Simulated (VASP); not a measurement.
**CdSe (space group Fm-3m): computed properties**

Level of theory: r2SCAN meta-GGA, VASP's PBE PAW potentials (set 64) (plane waves; VASP 6.6.1).

For CdSe, the space group is Fm-3m (225) and the cell is a = b = c = 5.683 Å, α = β = γ = 90.00°. The volume per atom is 22.94 Å³/atom and the band gap (over mesh and band path) comes out as none (metal, semimetal or under 0.01 eV). The density comes out as 6.93 g/cm³.

```xyz
2
Lattice="0.0000 2.8415 2.8415 2.8415 0.0000 2.8415 2.8415 2.8415 0.0000" Properties=species:S:1:pos:R:3 pbc="T T T"
Cd     0.0000     0.0000     0.0000
Se     2.8415     2.8415     2.8415
```

The structure comes from a computed database's CdSe entry (Fm-3m); how it stands against other phases isn't given here. It was relaxed first. Symmetry was kept, so distortions that lower it aren't found.
